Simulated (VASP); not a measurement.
Level of theory: PBE GGA, VASP's PBE PAW potentials (set 64) (plane waves; VASP).

A VASP calculation is set up with these files.

### POSCAR
```
CrAl
1
    4.4290197894     0.0000000000     0.0000000000
   -2.2145098948     3.8356440269     0.0000000000
    0.0000000000     0.0000000000     4.9763859910
Cr Al
2 2
Direct
  0.3333330000   0.6666670000   0.9374623585
  0.6666670000   0.3333330000   0.4374623585
  0.3333330000   0.6666670000   0.4375376415
  0.6666670000   0.3333330000   0.9375376415
```

### INCAR
```
SYSTEM  =  CrAl
PREC  =  Accurate; ENCUT  =  400; LREAL  =  F
LASPH  =  T
EDIFF  =  1E-7; NELM  =  100; ALGO  =  Normal
LMAXMIX  =  4
ISMEAR  =  -5
GGA  =  PE
MAGMOM  =  2*2.9 2*-0.1
ISPIN  =  2
ISIF  =  2
LWAVE  =  F; LCHARG  =  T; LORBIT  =  11
NEDOS  =  601
LEFG  =  T
```

File KPOINTS:
```
Automatic mesh
0
Gamma
9 9 7
0 0 0
```

POTCAR, in this order: Cr_pv Al (PBE.64 set). Program: vasp_std.

What VASP printed:

**OSZICAR**
```
       N       E                     dE             d eps       ncg     rms          rms(c)
DAV:   1     0.195816567703E+03    0.19582E+03   -0.14781E+04  5048   0.106E+03
DAV:   2    -0.163648608965E+02   -0.21218E+03   -0.20566E+03  4344   0.323E+02
DAV:   3    -0.246176076085E+02   -0.82527E+01   -0.78455E+01  5482   0.676E+01
DAV:   4    -0.247929170153E+02   -0.17531E+00   -0.17520E+00  4958   0.914E+00
DAV:   5    -0.247979454337E+02   -0.50284E-02   -0.50426E-02  6204   0.149E+00    0.195E+01
DAV:   6    -0.276381062330E+02   -0.28402E+01   -0.86049E+01  5012   0.672E+01    0.279E+01
DAV:   7    -0.218666972103E+02    0.57714E+01   -0.33000E+01  4550   0.474E+01    0.399E+00
DAV:   8    -0.219538147674E+02   -0.87118E-01   -0.73759E-01  4500   0.503E+00    0.245E+00
DAV:   9    -0.220160921400E+02   -0.62277E-01   -0.11878E-01  4930   0.185E+00    0.269E+00
DAV:  10    -0.220844816108E+02   -0.68389E-01   -0.19598E-01  5512   0.262E+00    0.120E+00
DAV:  11    -0.220880412795E+02   -0.35597E-02   -0.55302E-02  5310   0.152E+00    0.496E-01
DAV:  12    -0.220891715264E+02   -0.11302E-02   -0.29982E-03  4722   0.430E-01    0.284E-01
DAV:  13    -0.220891962735E+02   -0.24747E-04   -0.10043E-03  5884   0.215E-01    0.133E-01
DAV:  14    -0.220891969651E+02   -0.69165E-06   -0.33973E-04  5122   0.135E-01    0.443E-02
DAV:  15    -0.220891755113E+02    0.21454E-04   -0.48990E-05  5584   0.420E-02    0.267E-02
DAV:  16    -0.220891843032E+02   -0.87918E-05   -0.54487E-06  5228   0.138E-02    0.179E-02
DAV:  17    -0.220891956675E+02   -0.11364E-04   -0.42998E-06  5134   0.126E-02    0.856E-03
DAV:  18    -0.220892028342E+02   -0.71668E-05   -0.45216E-06  5026   0.127E-02    0.195E-03
DAV:  19    -0.220892028238E+02    0.10416E-07   -0.21473E-07  3220   0.382E-03
   1 F= -.22089203E+02 E0= -.22089203E+02  d E =0.000000E+00  mag=     5.9898
```

### OUTCAR
```
------------------------ aborting loop because EDIFF is reached ----------------------------------------
  FORCE on cell =-STRESS in cart. coord.  units (eV):
  Direction    XX          YY          ZZ          XY          YZ          ZX
  --------------------------------------------------------------------------------------
  Total       -0.0103530     -0.0103530      0.1291219      0.0000000     -0.0000000      0.0000000
  in kB       -0.1962076     -0.1962076      2.4470925      0.0000000     -0.0000000      0.0000000
  external PRESSURE =       0.6848924 kB  Pullay stress =       0.0000000 kB
  volume of cell :       84.54
      direct lattice vectors                 reciprocal lattice vectors
     4.429019789  0.000000000  0.000000000     0.225783593  0.130356205  0.000000000
    -2.214509895  3.835644027  0.000000000     0.000000000  0.260712410  0.000000000
     0.000000000  0.000000000  4.976385991     0.000000000  0.000000000  0.200949042
 POSITION                                       TOTAL-FORCE (eV/Angst)
 -----------------------------------------------------------------------------------
     -0.00000      2.55710      4.66517        -0.000000     -0.000000      0.003623
      2.21451      1.27855      2.17698         0.000000      0.000000      0.003623
     -0.00000      2.55710      2.17736         0.000000     -0.000000     -0.003623
      2.21451      1.27855      4.66555         0.000000     -0.000000     -0.003623
 -----------------------------------------------------------------------------------
    total drift:                               -0.001470      0.000849     -0.000032
  FREE ENERGIE OF THE ION-ELECTRON SYSTEM (eV)
  ---------------------------------------------------
  free  energy   TOTEN  =       -22.0892028238 eV

  energy  without entropy=      -22.0892028238  energy(sigma->0) =      -22.08920282

 total charge

# of ion       s       p       d       tot
------------------------------------------
    1        0.294   6.190   4.183  10.667
    2        0.294   6.190   4.183  10.667
    3        0.484   0.365   0.000   0.848
    4        0.484   0.365   0.000   0.848
--------------------------------------------------
tot          1.555  13.110   8.366  23.031

 magnetization (x)

# of ion       s       p       d       tot
------------------------------------------
    1        0.022  -0.009   2.952   2.965
    2        0.022  -0.009   2.952   2.965
    3       -0.033  -0.030   0.000  -0.063
    4       -0.033  -0.030   0.000  -0.063
--------------------------------------------------
tot         -0.022  -0.078   5.904   5.804

 Electric field gradients after diagonalization (V/A^2)
 (convention: |V_zz| > |V_xx| > |V_yy|)
----------------------------------------------------------------------
 ion       V_xx      V_yy      V_zz     asymmetry (V_yy - V_xx)/ V_zz
----------------------------------------------------------------------
   1       2.793     2.779    -5.572       0.002
   2       2.793     2.779    -5.572       0.002
   3       2.874     2.874    -5.748       0.000
   4       2.874     2.874    -5.748       0.000
```
(Selected blocks of OUTCAR.)

For a metal the tetrahedron method with Blöchl corrections gives inexact stress and forces.

The structure was generated: CrAl was put into the wurtzite type (P6_3mc), which need not be its known phase. It was relaxed first, which changed the volume by -22 %. The relaxed cell has space group P6_3/mmc.
